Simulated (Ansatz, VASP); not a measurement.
## ZnB2H96C48S12O24F8 in two plane-wave programs

One calculation is typed for both programs; each brings its own data sets. How far apart do they land? The cell is taken from a series of runs on this material, whose earlier steps may have relaxed, scaled, displaced or heated it; both programs get it as it stands.

Program: Ansatz 0.2.0. Level of theory: plane waves, with VASP 6.6.1 beside it; single point at PBE with D3(BJ). Results are calculated unless marked as measured.

### Step 1. Starting point

The cell holds 191 atoms: 24 O, 12 S, 48 C, 96 H, 2 B, 8 F and 1 Zn. Cell: a = 12.721 Å, b = 12.721 Å, c = 12.721 Å, α = 90.0°, β = 90.0°, γ = 90.0°.

### Step 2. VASP: single point, PBE with D3(BJ)

With cell and atoms fixed, the geometry can't cause a difference; cores, projectors, grids and the points listed under the comparison can.

Lines of VASP's logs that name or quote its potential files are left out, and so is its time.

INCAR

```
SYSTEM = ZnB2H96C48S12O24F8
PREC = Accurate
ENCUT = 600
EDIFF = 1E-06
NELM = 120
ISMEAR = 0
SIGMA = 0.01
LREAL = Auto
ALGO = Normal
GGA = PE
IVDW = 12
NBANDS = 422
LORBIT = 11
LWAVE = .FALSE.
LCHARG = .FALSE.
ISIF = 2
LASPH = .TRUE.
GGA_COMPAT = .FALSE.
EFERMI = MIDGAP
```

POSCAR

```
ZnB2H96C48S12O24F8
1.0
   12.7208800000      0.0000000000      0.0000000000
    0.0000000000     12.7208800000      0.0000000000
    0.0000000000      0.0000000000     12.7208800000
O S C H B F Zn
24 12 48 96 2 8 1
Direct
    0.5660200000      0.6651200000      0.7240500000
    0.6132900000      0.7526300000      0.5548800000
    0.1989700000      0.4239700000      0.9559300000
    0.1875200000      0.5660800000      0.0927100000
    0.6144900000      0.3455600000      0.7206400000
    0.7433500000      0.2964200000      0.5800400000
    0.4603600000      0.6164900000      0.3095300000
    0.3211200000      0.7169200000      0.2105800000
    0.3670800000      0.0600300000      0.6968000000
    0.2214700000      0.0485500000      0.8303100000
    0.7859400000      0.9514900000      0.3185600000
    0.6303100000      0.0338900000      0.4075900000
    0.3197900000      0.7738600000      0.7623400000
    0.3248500000      0.6286700000      0.8970800000
    0.5357300000      0.3840000000      0.0742500000
    0.4140100000      0.5354400000      0.0819000000
    0.7697200000      0.4630300000      0.3132900000
    0.9133800000      0.5757000000      0.2378300000
    0.0224900000      0.7310200000      0.9802800000
    0.2087700000      0.7851900000      0.0200700000
    0.8871800000      0.1447500000      0.9833900000
    0.7107200000      0.1299400000      0.8962900000
    0.0170200000      0.8254600000      0.6397100000
    0.0801800000      0.8393100000      0.4532400000
    0.6100200000      0.7567000000      0.6700400000
    0.1702100000      0.4546600000      0.0626600000
    0.6361300000      0.3275900000      0.6087700000
    0.3846700000      0.7022000000      0.3077000000
    0.3208000000      0.0958400000      0.7958900000
    0.7097900000      0.0377400000      0.3243300000
[... 155 atom lines left out ...]
    0.0698400000      0.3594800000      0.5401300000
    0.5685600000      0.8869200000      0.9723200000
    0.4542100000      0.7552900000      0.0213000000
    0.4402100000      0.9211000000      0.0969200000
    0.5809000000      0.8143300000      0.1380500000
    0.3161600000      0.6663400000      0.0548100000
```

KPOINTS

```
Automatic mesh
0
Gamma
1 1 1
0 0 0
```

The projector-augmented-wave data sets are O, S, C, H, B, F and Zn (PBE family, release 64).

Started as:

```
> export OMP_NUM_THREADS=3
> mpirun -np 1 vasp_gam
```

Numbers of over 12 decimals in the logs are rounded to 6 here.

Log:

```text
[banner, memory and clock lines left out]
running    1 mpi-ranks, on    1 nodes
[...]
Offloading initialized ...    1 GPUs detected
[...]
LDA part: xc-table for (Slater+PW92), standard interpolation
 POSCAR, INCAR and KPOINTS ok, starting setup
[...]
entering main loop
       N       E                     dE             d eps       ncg     rms          rms(c)
DAV:   1     0.516301183608E+04    0.51630E+04   -0.32927E+05   844   0.145E+03
DAV:   2    -0.537225897108E+03   -0.57002E+04   -0.53857E+04  1052   0.328E+02
DAV:   3    -0.114958004734E+04   -0.61235E+03   -0.60609E+03  1026   0.116E+02
DAV:   4    -0.116757706497E+04   -0.17997E+02   -0.17891E+02  1064   0.229E+01
[...]
DAV:  18    -0.105683942827E+04    0.75945E-05   -0.19375E-05  1056   0.110E-02    0.125E-02
DAV:  19    -0.105683942512E+04    0.31544E-05   -0.39901E-06   920   0.736E-03    0.442E-03
DAV:  20    -0.105683942491E+04    0.21172E-06   -0.26333E-06   912   0.418E-03
   1 F= -.10685930E+04 E0= -.10685930E+04  d E =0.000000E+00
```

OUTCAR, selected parts (step 2):

```text
  FREE ENERGIE OF THE ION-ELECTRON SYSTEM (eV)
  ---------------------------------------------------
  free  energy   TOTEN  =     -1068.5930332789 eV

  energy  without entropy=    -1068.5930332789  energy(sigma->0) =    -1068.59303328
```

The run ends at a pressure of -0.57 GPa, with forces up to 0.24 eV/Å.

### Step 3. Ansatz: single point, PBE with D3(BJ)

Ansatz runs on its default PAW (the set named soft_2) files.

The same cell, functional and mesh now go to Ansatz, which takes its cutoff from its data sets.

input.yaml

```yaml
crystal:
  lattice:
    - [12.72088, 0.0, 0.0]
    - [0.0, 12.72088, 0.0]
    - [0.0, 0.0, 12.72088]
  atoms:
    - { symbol: O, position: [0.56602, 0.66512, 0.72405] }
    - { symbol: S, position: [0.61002, 0.7567, 0.67004] }
    - { symbol: O, position: [0.61329, 0.75263, 0.55488] }
    - { symbol: C, position: [0.55002, 0.87844, 0.71047] }
    - { symbol: C, position: [0.64112, 0.95614, 0.70408] }
    - { symbol: C, position: [0.73411, 0.90205, 0.75977] }
    - { symbol: C, position: [0.74101, 0.78849, 0.71977] }
    - { symbol: H, position: [0.48314, 0.89479, 0.65908] }
    - { symbol: H, position: [0.52242, 0.86701, 0.79138] }
    - { symbol: H, position: [0.62141, 0.0303, 0.74319] }
    - { symbol: H, position: [0.65942, 0.9734, 0.62132] }
    - { symbol: H, position: [0.80863, 0.9431, 0.74572] }
    - { symbol: H, position: [0.71954, 0.90284, 0.84474] }
    - { symbol: H, position: [0.79523, 0.77957, 0.65359] }
    - { symbol: H, position: [0.76058, 0.73091, 0.78059] }
    - { symbol: O, position: [0.19897, 0.42397, 0.95593] }
    - { symbol: S, position: [0.17021, 0.45466, 0.06266] }
    - { symbol: O, position: [0.18752, 0.56608, 0.09271] }
    - { symbol: C, position: [0.03534, 0.41764, 0.08624] }
    - { symbol: C, position: [0.04081, 0.31472, 0.14969] }
    - { symbol: C, position: [0.15404, 0.27084, 0.14607] }
    - { symbol: C, position: [0.22753, 0.36516, 0.15549] }
    - { symbol: H, position: [0.99596, 0.48191, 0.12794] }
    - { symbol: H, position: [0.00207, 0.40829, 0.00734] }
    - { symbol: H, position: [0.98459, 0.25743, 0.11842] }
    - { symbol: H, position: [0.02056, 0.33112, 0.23182] }
    - { symbol: H, position: [0.16729, 0.21654, 0.21152] }
    - { symbol: H, position: [0.16861, 0.22894, 0.07188] }
    - { symbol: H, position: [0.2227, 0.4022, 0.23345] }
    - { symbol: H, position: [0.30962, 0.35273, 0.13271] }
[... 155 atom lines left out ...]
    - { symbol: B, position: [0.51262, 0.84776, 0.05789] }
    - { symbol: F, position: [0.56856, 0.88692, 0.97232] }
    - { symbol: F, position: [0.45421, 0.75529, 0.0213] }
    - { symbol: F, position: [0.44021, 0.9211, 0.09692] }
    - { symbol: F, position: [0.5809, 0.81433, 0.13805] }
    - { symbol: Zn, position: [0.31616, 0.66634, 0.05481] }
kpoints:
  mp_grid: { grid: [1, 1, 1] }
hamiltonian:
  xc: pbe
  dispersion: d3bj
scf:
  occupations: { method: fixed }
output:
  forces: true
  stress: true
  populations: true
  dos:
    method: { smearing: { sigma: 0.1 } }
    de: 0.1
    projected: { site_lists: { B: [B], C: [C], F: [F], H: [H], O: [O] } }
  eigenvalues: true
  write_density: true
  write_potential: true
  volumetric_format: npy
```

Started as:

```
> ansatz run input.yaml --threads 4 --pin off --max-ram 8192MiB --backend cpu --events-out ev --progress --plain --runs-dir out
```

Log:

```text
Engine: ansatz 0.2.0, x86_64-unknown-linux-gnu
Pseudopotentials: kind: paw
Pseudopotential: O, paw, valence charge 6, recommended cutoff 420 eV (normal), O.paw.azcp
Pseudopotential: S, paw, valence charge 6, recommended cutoff 420 eV (normal), S.paw.azcp
Pseudopotential: C, paw, valence charge 4, recommended cutoff 420 eV (normal), C.paw.azcp
Pseudopotential: H, paw, valence charge 1, recommended cutoff 420 eV (normal), H.paw.azcp
Pseudopotential: B, paw, valence charge 3, recommended cutoff 420 eV (normal), B.paw.azcp
Pseudopotential: F, paw, valence charge 7, recommended cutoff 420 eV (normal), F.paw.azcp
Pseudopotential: Zn, paw, valence charge 12, recommended cutoff 420 eV (normal), Zn.paw.azcp
Functional definition: PBE
  parameter kappa = 0.804
  parameter beta = 0.066725
  exchange = pbe_x(kappa = kappa, mu = beta*pi^2/3)
  correlation = pbe_c(beta = beta)
Crystal: 191 atoms, lattice volume = 2058.503 Å³
Basis set: ecut = 420 eV, 40243 PW (Γ), exchange–correlation on 180×180×180 points (8 copies of the dense FFT grid, shifted against one another)
Bands: 480, of which v1, the nominal top of the filled ones, is band 289 counted from 1 (288 counted from 0)
Symmetry: 1 space group operations
Space group: P1 (ITA 1), of the structure as read, at distance tolerance 1.3e-4 Å
k-points: 1
Non-local potential: O, projectors of the file, l = 0: 2, l = 1: 2, l = 2: 1
Non-local potential: S, projectors of the file, l = 0: 2, l = 1: 2, l = 2: 2
Non-local potential: C, projectors of the file, l = 0: 2, l = 1: 2, l = 2: 1
Non-local potential: H, projectors of the file, l = 0: 2, l = 1: 1
Non-local potential: B, projectors of the file, l = 0: 2, l = 1: 2, l = 2: 1
Non-local potential: F, projectors of the file, l = 0: 2, l = 1: 2, l = 2: 1
Non-local potential: Zn, projectors of the file, l = 0: 2, l = 1: 2, l = 2: 3, l = 3: 1
PAW form: soft (Blöchl's): semilocal exchange-correlation on the pseudo side does not see the compensation charge
PAW one-centre angular grid: O, 110 points (default); XC on 64 Gauss nodes
PAW one-centre angular grid: S, 110 points (default); XC on 64 Gauss nodes
PAW one-centre angular grid: C, 110 points (default); XC on 64 Gauss nodes
PAW one-centre angular grid: H, 110 points (default); XC on 64 Gauss nodes
PAW one-centre angular grid: B, 110 points (default); XC on 64 Gauss nodes
PAW one-centre angular grid: F, 110 points (default); XC on 64 Gauss nodes
PAW one-centre angular grid: Zn, 590 points (default); XC on 64 Gauss nodes
Initial density: superposition of atomic densities (neutral atoms: chi_scale 0, normalization atom), corrected by the library's trained network
Initial wavefunctions: pseudopotential atomic-orbital guess
Functional: x = pbe(κ = 0.804, μ = 0.219515), c = pbe(β = 0.066725)
SCF iter   1: F=—  HF=-48131.155378 eV  |F-HF|=—  |Δ(HF+E_count)|=         —  Δρ=6.36e-3  dr2=1.05e0  ethr=1.77e-3  ⟨swp⟩=5.0  Hψ=1788  notcnv=0  defer=189
preconditioner: auto → Resta (q_TF=auto, 2.208 Å⁻¹)  ε∞=2.5  [insulator: Δε(μ)=5.463 eV  Ē_g=15.990 eV  n_scr=364 (ndim 8)  ℏωp=19.6 eV  f_vac=0.238  ε∞_Penn≈2.5]
SCF iter   2: F=—  HF=-48130.882740 eV  |F-HF|=—  |Δ(HF+E_count)|=   2.73e-1  Δρ=3.55e-3  dr2=1.73e-1  ethr=1.81e-4  ⟨swp⟩=3.0  Hψ=819  notcnv=0  defer=189
SCF iter   3: F=—  HF=-48130.872713 eV  |F-HF|=—  |Δ(HF+E_count)|=   1.00e-2  Δρ=1.36e-3  dr2=4.45e-2  ethr=3.00e-5  ⟨swp⟩=2.0  Hψ=579  notcnv=0  defer=189
SCF iter   4: F=—  HF=-48130.875142 eV  |F-HF|=—  |Δ(HF+E_count)|=   2.43e-3  Δρ=6.81e-4  dr2=1.19e-2  ethr=7.69e-6  ⟨swp⟩=4.0  Hψ=561  notcnv=0  defer=189
SCF iter   5: F=—  HF=-48130.874306 eV  |F-HF|=—  |Δ(HF+E_count)|=   8.36e-4  Δρ=1.94e-4  dr2=1.21e-3  ethr=2.06e-6  ⟨swp⟩=3.0  Hψ=491  notcnv=0  defer=189
SCF iter   6: F=—  HF=-48130.874198 eV  |F-HF|=—  |Δ(HF+E_count)|=   1.08e-4  Δρ=1.11e-4  dr2=2.63e-4  ethr=2.09e-7  ⟨swp⟩=2.0  Hψ=576  notcnv=0  defer=189
SCF iter   7: F=—  HF=-48130.874111 eV  |F-HF|=—  |Δ(HF+E_count)|=   8.67e-5  Δρ=2.71e-5  dr2=1.68e-5  ethr=4.55e-8  ⟨swp⟩=2.0  Hψ=577  notcnv=0  defer=189
SCF iter   8: F=—  HF=-48130.874263 eV  |F-HF|=—  |Δ(HF+E_count)|=   1.52e-4  Δρ=1.20e-5  dr2=3.14e-6  ethr=2.90e-9  ⟨swp⟩=2.0  Hψ=765  notcnv=0  defer=188
SCF iter   9: F=—  HF=-48130.874262 eV  |F-HF|=—  |Δ(HF+E_count)|=   8.83e-7  Δρ=5.04e-6  dr2=5.13e-7  ethr=5.44e-10  ⟨swp⟩=2.0  Hψ=582  notcnv=0  defer=189
SCF iter  10: F=—  HF=-48130.874262 eV  |F-HF|=—  |Δ(HF+E_count)|=   1.43e-7  Δρ=2.28e-6  dr2=1.09e-7  ethr=1.73e-11  ⟨swp⟩=23.0  Hψ=4823  notcnv=0
SCF iter  11: F=-48130.874262 eV  HF=-48130.874262 eV  |F-HF|=2.39e-8  |Δ(HF+E_count)|=   2.22e-8  Δρ=1.13e-6  dr2=2.47e-8  ethr=1.73e-11  ⟨swp⟩=9.0  Hψ=2829  notcnv=0
SCF 1 converged in 11 iterations: F = -48130.874262 eV  dr2 = 2.47e-8
  greatest PAW one-centre occupation: 0.993 electrons in one spin orbital (limit 2), on the Zn atom at site 190 (counted from 0), in its partial waves of l = 2
[...]
--- Löwdin populations: 191 sites ---
  site symbol       q [e]
     0      O      6.7587
     1      S      3.9517
     2      O      6.7610
     3      C      4.4453
     4      C      4.2717
     5      C      4.2661
     6      C      4.4511
     7      H      0.7734
     8      H      0.7692
     9      H      0.7942
    10      H      0.8078
    11      H      0.8188
    12      H      0.7893
    13      H      0.7905
    14      H      0.7829
    15      O      6.7410
    16      S      3.9413
    17      O      6.7992
    18      C      4.4529
    19      C      4.2725
    20      C      4.2732
    21      C      4.4457
    22      H      0.7551
    23      H      0.7973
[...]
183      F      7.3882
   184      F      7.3914
   185      B      2.1222
   186      F      7.3640
   187      F      7.4212
   188      F      7.3707
   189      F      7.3763
   190     Zn     10.4679
  spilling = 0.016494 (of n_electrons = 578.000000)
```

### Step 4. Side by side

Known differences besides the potentials themselves: fixed occupations in Ansatz, narrow Gaussian smearing in VASP; the cutoff is 420 eV in Ansatz and 600 eV in VASP (PREC = Accurate, projectors in real space). Total energies have different zeros and are not compared.

Both answers:

| quantity | Ansatz | VASP | difference |
| --- | --- | --- | --- |
| pressure (GPa) | -0.22 | -0.57 | +0.35 |
| gap on the k mesh (eV) | 5.315 | 5.320 | -0.005 |

Forces on 8 of the 191 atoms, those with the largest forces and the largest differences (eV/Å; atoms numbered as in POSCAR):

| atom | Ansatz x, y, z | VASP x, y, z |
| --- | --- | --- |
| O3 | 0.000, -0.001, 0.003 | -0.057, 0.058, 0.204 |
| O4 | -0.001, -0.010, -0.005 | -0.046, -0.228, -0.065 |
| O7 | -0.001, -0.002, 0.001 | -0.153, 0.169, -0.006 |
| O13 | 0.000, -0.006, 0.002 | -0.058, -0.221, 0.066 |
| O14 | 0.002, -0.006, 0.002 | -0.061, 0.073, -0.212 |
| O16 | -0.026, 0.003, 0.007 | 0.192, -0.083, -0.035 |
| O19 | -0.007, 0.002, 0.001 | 0.138, 0.135, 0.111 |
| O22 | 0.004, 0.008, -0.003 | 0.214, 0.103, 0.015 |

The forces differ by 57 meV/Å r.m.s., where the r.m.s. force is 0.005 eV/Å in Ansatz and 0.056 eV/Å in VASP: the atoms lie near their places of rest in Ansatz, so a percentage would say little (all taken over all components). A gap on the mesh is an upper bound, since the band edges may lie between its points.

### Step 5. What came out

```json
{
  "r.m.s. force difference (single point, PBE with D3(BJ))": "57 meV/Å"
}
```

**Reading.** The r.m.s. force difference is 57 meV/Å (single point, PBE with D3(BJ)), beyond the 12 meV/Å picked in this series as the mark of a large difference. What causes the difference of the single point, PBE with D3(BJ) pair stays open here. How closely two codes agree says nothing of how well the functional describes the real material.

[Lines on the potential files, build, host, timing and source positions are cut from VASP's logs without a mark.]

[Logs are printed without paths, hosts, clocks, repeated set-up lines and the standing remarks that a program may print on its own settings, such as how far it seeks lower states.]

[Hosts, paths, dates, database ids (printed as entryN), source tags and the programs' standing remarks are cut or masked in the printed files.]
